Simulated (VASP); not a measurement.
# SiF (Pm-3m) in VASP: equation of state, part 2 of 2

VASP 6.6.1.

### Step 3. Equation of state, PBE, 13.33 Å³/atom (volume scaled by 0.96)

Input file INCAR:

```
SYSTEM = SiF
PREC     = Accurate       ! precision mode
ENCUT    = 520            ! plane-wave cutoff, eV
EDIFF    = 1E-7           ! SCF threshold, eV
ISMEAR   = -1             ! smearing method
SIGMA    = 0.05           ! smearing width, eV
LREAL    = .FALSE.        ! projectors in reciprocal space
LASPH    = .TRUE.         ! aspherical terms in the spheres
NELM     = 100            ! most SCF steps
ALGO     = Normal         ! electronic algorithm
ISIF     = 2              ! what is computed and relaxed
LWAVE    = .FALSE.        ! write WAVECAR
LCHARG   = .FALSE.        ! write CHGCAR
GGA      = PE             ! functional
NBANDS   = 12             ! bands
```

Input file KPOINTS:

```
regular mesh
0
G
  9 9 9
  0 0 0
```

Input file POSCAR:

```
SiF
1.0
    2.9876679553      0.0000000000      0.0000000000
    0.0000000000      2.9876679553      0.0000000000
    0.0000000000      0.0000000000      2.9876679553
Si F
1 1
Direct
    0.5000000000      0.5000000000      0.5000000000
    0.0000000000      0.0000000000      0.0000000000
```

Potentials or basis: VASP PAW PBE potentials, release 64 (Si, F).

Started as:

```sh
cat potpaw_PBE.64/Si/POTCAR potpaw_PBE.64/F/POTCAR > POTCAR
mpirun -np 1 vasp_std > vasp.out
```

OUTCAR:

```text
SYSTEM = SiF
   PREC = Accurate
   ENCUT = 520
   EDIFF = 1E-7
   ISMEAR = -1
   LREAL = .FALSE.
   LASPH = .TRUE.
   NELM = 100
   ISIF = 2
   GGA = PE

 Found     35 irreducible k-points:

 Following reciprocal coordinates:
            Coordinates               Weight
  0.000000  0.000000  0.000000      1.000000
  0.111111  0.000000  0.000000      6.000000
  0.222222  0.000000  0.000000      6.000000
  0.333333  0.000000  0.000000      6.000000
  0.444444  0.000000  0.000000      6.000000
  0.111111  0.111111  0.000000     12.000000
   k-points           NKPTS =     35   k-points in BZ     NKDIM =     35   number of bands    NBANDS=     12
   number of dos      NEDOS =    301   number of ions     NIONS =      2
   total plane-waves  NPLWV =  13824
   dimension x,y,z NGX =    24 NGY =   24 NGZ =   24
   dimension x,y,z NGXF=    48 NGYF=   48 NGZF=   48
   ions per type =               1   1
   NGX,Y,Z   is equivalent  to a cutoff of  13.35, 13.35, 13.35 a.u.
   NGXF,Y,Z  is equivalent  to a cutoff of  26.71, 26.71, 26.71 a.u.
 SYSTEM =  SiF
   PREC   = accura    normal or accurate (medium, high low for compatibility)
   ISTART =      0    job   : 0-new  1-cont  2-samecut
   ICHARG =      2    charge: 1-file 2-atom 10-const
   ISPIN  =      1    spin polarized calculation?
   LNONCOLLINEAR =      F non collinear calculations
   LSORBIT =      F    spin-orbit coupling
[... 62 lines left out ...]
      2      -2.8021      2.00000
      3       0.8330      2.00000
      4       0.8330      2.00000
      5       0.8330      2.00000
      6      11.6639      0.00000
      7      11.6639      0.00000
      8      11.6639      0.00000
      9      12.0260      0.00000
     10      12.0260      0.00000
     11      23.0219      0.00000
     12      23.5101      0.00000
[... 61 lines left out ...]
 k-point     6 :       0.1111    0.1111    0.0000
  band No.  band energies     occupation
      1     -18.0790      2.00000
      2      -2.9655      2.00000
      3       0.5638      2.00000
      4       0.9086      2.00000
      5       1.3301      2.00000
      6       9.6561      0.00000
      7       9.9529      0.00000
      8      11.6537      0.00000
      9      13.4003      0.00000
     10      14.9618      0.00000
     11      21.7201      0.00000
     12      22.4217      0.00000

 [... further k-points ...]
[... 5 lines left out ...]
  --------------------------------------------------------------------------------------
  -------------------------------------------------------------------------------------
  Total        0.5432768      0.5432768      0.5432768      0.0000000      0.0000000     -0.0000000
  in kB       32.6388447     32.6388447     32.6388447      0.0000000      0.0000000     -0.0000000
  external PRESSURE =      32.6388447 kB  Pullay stress =       0.0000000 kB

 VOLUME and BASIS-vectors are now :
 -----------------------------------------------------------------------------
  energy-cutoff  :      520.00
  volume of cell :       26.67
      direct lattice vectors                 reciprocal lattice vectors
     2.987667955  0.000000000  0.000000000     0.334709216  0.000000000  0.000000000
     0.000000000  2.987667955  0.000000000     0.000000000  0.334709216  0.000000000
     0.000000000  0.000000000  2.987667955     0.000000000  0.000000000  0.334709216

 POSITION                                       TOTAL-FORCE (eV/Angst)
 -----------------------------------------------------------------------------------
      1.49383      1.49383      1.49383         0.000000      0.000000      0.000000
      0.00000      0.00000      0.00000         0.000000      0.000000      0.000000
 -----------------------------------------------------------------------------------
    total drift:                                0.000000      0.000000      0.000000

  FREE ENERGIE OF THE ION-ELECTRON SYSTEM (eV)
  ---------------------------------------------------
  free  energy   TOTEN  =        -7.7661857850 eV

  energy  without entropy=       -7.7492329122  energy(sigma->0) =       -7.75770935
```

stdout:

```text
POSCAR found type information on POSCAR SiF
 POSCAR found :  2 types and       2 ions
 scaLAPACK will be used
 LDA part: xc-table for (Slater+PW92), standard interpolation
 POSCAR, INCAR and KPOINTS ok, starting setup
 FFT: planning ... GRIDC
 FFT: planning ... GRID_SOFT
 FFT: planning ... GRID
 WAVECAR not read
 entering main loop
```

Wall time 5.2 s (1 thread of Intel Xeon Platinum 8488C (Sapphire Rapids), shared host); peak memory 0.13 GiB.

Results:

```yaml
Free_energy: -7.7662 eV
Pressure: 3.3 GPa
Band_gap_on_the_k_mesh: none (metal or under the smearing width)
```

Caveat: an odd number of electrons without spin polarisation forces a metal; a magnetic or distorted state may lie lower.

### Step 4. Equation of state, PBE, 13.61 Å³/atom (volume scaled by 0.98)

Input file INCAR:

```
SYSTEM = SiF
PREC = Accurate ; ENCUT = 520
EDIFF = 1E-7 ; ISMEAR = -1
SIGMA = 0.05 ; LREAL = .False.
LASPH = .True. ; NELM = 60
ALGO = Normal ; ISIF = 2
LWAVE = .False. ; LCHARG = .False.
GGA = PE ; NBANDS = 12
```

Input file KPOINTS:

```
regular mesh
0
Gamma
  9 9 9
  0 0 0
```

Input file POSCAR:

```
SiF
1.0
    3.0082732130      0.0000000000      0.0000000000
    0.0000000000      3.0082732130      0.0000000000
    0.0000000000      0.0000000000      3.0082732130
Si F
1 1
Direct
    0.5000000000      0.5000000000      0.5000000000
    0.0000000000      0.0000000000      0.0000000000
```

Started as:

```sh
cat potpaw_PBE.64/Si/POTCAR potpaw_PBE.64/F/POTCAR > POTCAR
mpirun -np 1 vasp_std > vasp.out
```

Run time: 5 s. Hardware: 1 thread of Intel Xeon Platinum 8488C (Sapphire Rapids), shared host; peak memory 0.13 GiB.

The run converged. Its results:

```
Free energy            : -7.7754 eV
Pressure               : 1.5 GPa
Band gap on the k mesh : none (metal or under the smearing width)
```

Caveat: an odd number of electrons without spin polarisation forces a metal; a magnetic or distorted state may lie lower.

### Step 5. Equation of state, PBE, 14.17 Å³/atom (volume scaled by 1.02)

Input file INCAR:

```
  ALGO = Normal
  EDIFF = 1E-7
  ENCUT = 520
  GGA = PE
  ISIF = 2
  ISMEAR = -1
  LASPH = T
  LCHARG = F
  LREAL = F
  LWAVE = F
  NBANDS = 12
  NELM = 60
  PREC = Accurate
  SIGMA = 0.05
```

Input file KPOINTS:

```
k-points
0
Gamma
  9 9 9
```

Input file POSCAR:

```
SiF
1.0
    3.0486575382      0.0000000000      0.0000000000
    0.0000000000      3.0486575382      0.0000000000
    0.0000000000      0.0000000000      3.0486575382
Si F
1 1
Direct
    0.5000000000      0.5000000000      0.5000000000
    0.0000000000      0.0000000000      0.0000000000
```

Started as:

```sh
cat potpaw_PBE.64/Si/POTCAR potpaw_PBE.64/F/POTCAR > POTCAR
mpirun -np 1 vasp_std > vasp.out
```

It took 5.2 s on 1 thread of Intel Xeon Platinum 8488C (Sapphire Rapids), shared host; peak memory 0.13 GiB.

The run converged. Its results:

| Property | Result |
| --- | --- |
| Free energy | -7.7770 eV |
| Pressure | -1.4 GPa |
| Band gap on the k mesh | none (metal or under the smearing width) |

Caveat: an odd number of electrons without spin polarisation forces a metal; a magnetic or distorted state may lie lower.

### Step 6. Equation of state, PBE, 14.45 Å³/atom (volume scaled by 1.04)

Input file INCAR:

```
SYSTEM = SiF
PREC     = Accurate       ! precision mode
ENCUT    = 520            ! plane-wave cutoff, eV
EDIFF    = 1E-7           ! SCF threshold, eV
ISMEAR   = -1             ! smearing method
SIGMA    = 0.05           ! smearing width, eV
LREAL    = .FALSE.        ! projectors in reciprocal space
LASPH    = .TRUE.         ! aspherical terms in the spheres
NELM     = 100            ! most SCF steps
ALGO     = Normal         ! electronic algorithm
ISIF     = 2              ! what is computed and relaxed
LWAVE    = .FALSE.        ! write WAVECAR
LCHARG   = .FALSE.        ! write CHGCAR
GGA      = PE             ! functional
NBANDS   = 12             ! bands
```

Input file KPOINTS:

```
regular mesh
0
G
  9 9 9
  0 0 0
```

Input file POSCAR:

```
SiF
1.0
    3.0684545704      0.0000000000      0.0000000000
    0.0000000000      3.0684545704      0.0000000000
    0.0000000000      0.0000000000      3.0684545704
Si F
1 1
Direct
    0.5000000000      0.5000000000      0.5000000000
    0.0000000000      0.0000000000      0.0000000000
```

Potentials or basis: VASP PAW PBE potentials, release 64 (Si, F).

Started as:

```sh
cat potpaw_PBE.64/Si/POTCAR potpaw_PBE.64/F/POTCAR > POTCAR
mpirun -np 1 vasp_std > vasp.out
```

Wall time 5.2 s (1 thread of Intel Xeon Platinum 8488C (Sapphire Rapids), shared host); peak memory 0.13 GiB.

The run converged. Its results:

| Item | Value |
| --- | --- |
| Free energy | -7.7706 eV |
| Pressure | -2.7 GPa |
| Band gap on the k mesh | none (metal or under the smearing width) |

Caveat: an odd number of electrons without spin polarisation forces a metal; a magnetic or distorted state may lie lower.

### Step 7. Equation of state, PBE, 14.72 Å³/atom (volume scaled by 1.06)

Input file INCAR:

```
SYSTEM = SiF
  ALGO = Normal
  EDIFF = 1E-7
  ENCUT = 520
  GGA = PE
  ISIF = 2
  ISMEAR = -1
  LASPH = .True.
  LCHARG = .False.
  LREAL = .False.
  LWAVE = .False.
  NBANDS = 12
  NELM = 80
  PREC = Accurate
  SIGMA = 0.05
```

Input file KPOINTS:

```
k-points
0
Gamma
  9 9 9
  0 0 0
```

Input file POSCAR:

```
SiF
1.0
    3.0879993940      0.0000000000      0.0000000000
    0.0000000000      3.0879993940      0.0000000000
    0.0000000000      0.0000000000      3.0879993940
Si F
1 1
Direct
    0.5000000000      0.5000000000      0.5000000000
    0.0000000000      0.0000000000      0.0000000000
```

Started as:

```sh
cat potpaw_PBE.64/Si/POTCAR potpaw_PBE.64/F/POTCAR > POTCAR
mpirun -np 1 vasp_std > vasp.out
```

Wall time 5.4 s (1 thread of Intel Xeon Platinum 8488C (Sapphire Rapids), shared host); peak memory 0.13 GiB.

The run converged. Its results:

```yaml
Free_energy: -7.7601 eV
Pressure: -3.8 GPa
Band_gap_on_the_k_mesh: none (metal or under the smearing width)
```

Caveat: an odd number of electrons without spin polarisation forces a metal; a magnetic or distorted state may lie lower.

### Step 8. Equation of state, PBE

Potentials or basis: VASP PAW PBE potentials, release 64 (Si, F).

No new run: the results of the series are fitted here.

Results:

| Property | Result |
| --- | --- |
| Equilibrium volume | 13.93 Å³/atom |
| Bulk modulus | 73 GPa |
| Pressure derivative of the bulk modulus | 4.7 |

Energy against volume, from the lowest point:
| volume (Å³/atom) | energy (meV/atom) |
| --- | --- |
| 13.056 | 14.08 |
| 13.334 | 6.28 |
| 13.612 | 1.67 |
| 13.890 | 0.00 |
| 14.168 | 0.89 |
| 14.445 | 4.07 |
| 14.723 | 9.30 |
